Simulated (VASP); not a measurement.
Level of theory: PBE GGA, VASP's PBE PAW potentials (set 64) (plane waves; VASP 6.6.1).

The input files of a VASP run:

File POSCAR:
```
Cs2AgBiBr6
7.9967290
  0.0000000000   0.7071067433   0.7071067433
  0.7071067433   0.0000000000   0.7071067433
  0.7071067433   0.7071067433   0.0000000000
Cs Ag Bi Br
2 1 1 6
Cartesian
  1.0606601149   1.0606601149   1.0606601149
  0.3535533716   0.3535533716   0.3535533716
  0.7071067433   0.7071067433   0.7071067433
  0.0000000000   0.0000000000   0.0000000000
  0.3546988846   0.7071067433   0.7071067433
  1.0595146020   0.7071067433   0.7071067433
  0.7071067433   0.3546988846   0.7071067433
  0.7071067433   1.0595146020   0.7071067433
  0.7071067433   0.7071067433   0.3546988846
  0.7071067433   0.7071067433   1.0595146020
```

INCAR:
```
# general
SYSTEM  = Cs2AgBiBr6
PREC    = Accurate
ENCUT   = 300
LREAL   = .False.   # projection in real space or not
LASPH   = .True.

# electronic loop
EDIFF   = 1E-6   # SCF stop (eV)
NELM    = 100
ALGO    = Normal   # blocked Davidson
LMAXMIX = 4

# smearing
ISMEAR  = 0
SIGMA   = 0.01

# functional
GGA     = PE   # PBE

# ions
ISIF    = 2

# output
LWAVE   = .False.
LCHARG  = .False.
```

### KPOINTS
```
Automatic mesh
0
Gamma
3 3 3
0.5 0.5 0.5
```

POTCAR, in this order: Cs_sv Ag Bi_d Br (PBE.64 set). Program: vasp_std.

The run wrote:

OSZICAR:
```
       N       E                     dE             d eps       ncg     rms          rms(c)
DAV:   1     0.565035538183E+03    0.56504E+03   -0.27809E+04   660   0.965E+02
DAV:   2     0.233181014475E+02   -0.54172E+03   -0.53022E+03   760   0.254E+02
DAV:   3    -0.294843229261E+02   -0.52802E+02   -0.52590E+02   720   0.985E+01
DAV:   4    -0.308416093546E+02   -0.13573E+01   -0.13544E+01   752   0.192E+01
DAV:   5    -0.308877339295E+02   -0.46125E-01   -0.46107E-01   853   0.302E+00    0.807E+00
DAV:   6    -0.296214258728E+02    0.12663E+01   -0.23627E+00   800   0.936E+00    0.537E+00
DAV:   7    -0.295465566490E+02    0.74869E-01   -0.11833E+00   768   0.423E+00    0.238E+00
DAV:   8    -0.295521046868E+02   -0.55480E-02   -0.10569E-01   736   0.166E+00    0.611E-01
DAV:   9    -0.295542735642E+02   -0.21689E-02   -0.89806E-03   704   0.521E-01    0.131E-01
DAV:  10    -0.295550080175E+02   -0.73445E-03   -0.14956E-03   768   0.157E-01    0.924E-02
DAV:  11    -0.295552968367E+02   -0.28882E-03   -0.31299E-04   680   0.742E-02    0.189E-02
DAV:  12    -0.295553252943E+02   -0.28458E-04   -0.31309E-05   712   0.278E-02    0.117E-02
DAV:  13    -0.295553310503E+02   -0.57560E-05   -0.19094E-05   720   0.155E-02    0.500E-03
DAV:  14    -0.295553305597E+02    0.49056E-06   -0.26495E-06   608   0.869E-03
   1 F= -.29555331E+02 E0= -.29555331E+02  d E =-.618627E-13
```

OUTCAR:
```
------------------------ aborting loop because EDIFF is reached ----------------------------------------
  FORCE on cell =-STRESS in cart. coord.  units (eV):
  Direction    XX          YY          ZZ          XY          YZ          ZX
  --------------------------------------------------------------------------------------
  Total        2.5478291      2.5478291      2.5478291      0.0000000     -0.0000000      0.0000000
  in kB       11.2890866     11.2890866     11.2890866      0.0000000     -0.0000000      0.0000000
  external PRESSURE =      11.2890866 kB  Pullay stress =       0.0000000 kB
  volume of cell :      361.59
      direct lattice vectors                 reciprocal lattice vectors
     0.000000000  5.654541000  5.654541000    -0.088424507  0.088424507  0.088424507
     5.654541000  0.000000000  5.654541000     0.088424507 -0.088424507  0.088424507
     5.654541000  5.654541000  0.000000000     0.088424507  0.088424507 -0.088424507
 POSITION                                       TOTAL-FORCE (eV/Angst)
 -----------------------------------------------------------------------------------
      8.48181      8.48181      8.48181        -0.000000      0.000000      0.000000
      2.82727      2.82727      2.82727        -0.000000     -0.000000     -0.000000
      5.65454      5.65454      5.65454        -0.000000      0.000000      0.000000
      0.00000      0.00000      0.00000        -0.000000      0.000000      0.000000
      2.83643      5.65454      5.65454         0.196798      0.000000      0.000000
      8.47265      5.65454      5.65454        -0.196798      0.000000      0.000000
      5.65454      2.83643      5.65454        -0.000000      0.196798      0.000000
      5.65454      8.47265      5.65454        -0.000000     -0.196798      0.000000
      5.65454      5.65454      2.83643        -0.000000      0.000000      0.196798
      5.65454      5.65454      8.47265        -0.000000      0.000000     -0.196798
 -----------------------------------------------------------------------------------
    total drift:                               -0.000000     -0.000000     -0.000000
  FREE ENERGIE OF THE ION-ELECTRON SYSTEM (eV)
  ---------------------------------------------------
  free  energy   TOTEN  =       -29.5553305597 eV

  energy  without entropy=      -29.5553305597  energy(sigma->0) =      -29.55533056
```
(Selected blocks of OUTCAR.)

At this cut-off the stress carries a Pulay error, which pulls relaxed volumes low.

The structure comes from a computed database's Cs2AgBiBr6 entry; how it stands against other phases isn't given here. The cell was not relaxed at this level.
